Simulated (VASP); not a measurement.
Li2CF2, 5 atoms in the cell. The structure is trigonal, space group P-3m1 (No. 164). Conventional cell: a = 3.222 Å, b = 3.222 Å, c = 5.633 Å, α = 90.00°, β = 90.00°, γ = 120.00°. Li (site symmetry 3m) has 4 F at 1.92 to 1.94 Å as nearest neighbours. Around C (site symmetry -3m) lie 6 Li at 2.45 Å and 6 F at 2.80 Å. Around F (site symmetry 3m) lie 4 Li at 1.92 to 1.94 Å. The cell was built by a generator and needn't be a form met in nature. The cell isn't the ideal one: species swapped into the Tm2SO2 type (P-3m1, No. 164).

| Property | Result |
| --- | --- |
| Program | VASP 6.6.1 |
| Task | single point |
| Functional | PBE |
| Potentials or basis | VASP PAW PBE potentials, release 64 (Li_sv, C, F) |
| Cutoff | 520 eV |
| k mesh | 6 × 6 × 4 |
| Occupations | gaussian, width 0.1 eV |
| Spin | collinear spin, typed start |
| Starting moments | [0.0, 0.0, 1.0, 1.0, 1.0] μB |
| Dipole correction | no |
| Further INCAR settings | ALGO = Fast; EDIFF = 1e-07; NBANDS = 24 |

Potentials or basis: VASP PAW PBE potentials, release 64 (Li_sv, C, F).

Command:

```bash
$ cat potpaw_PBE.64/Li_sv/POTCAR potpaw_PBE.64/C/POTCAR potpaw_PBE.64/F/POTCAR > POTCAR
$ mpirun -np 1 vasp_std > vasp.out
```

Hardware: 1 thread of Intel(R) Xeon(R) 6975P-C (Granite Rapids) (shared host).

Estimate the wall time of this run.

It took 33 s on 1 thread of Intel(R) Xeon(R) 6975P-C (Granite Rapids), with other jobs on the host, peak memory 0.19 GiB. Counts: scf iterations 20, k points 24.
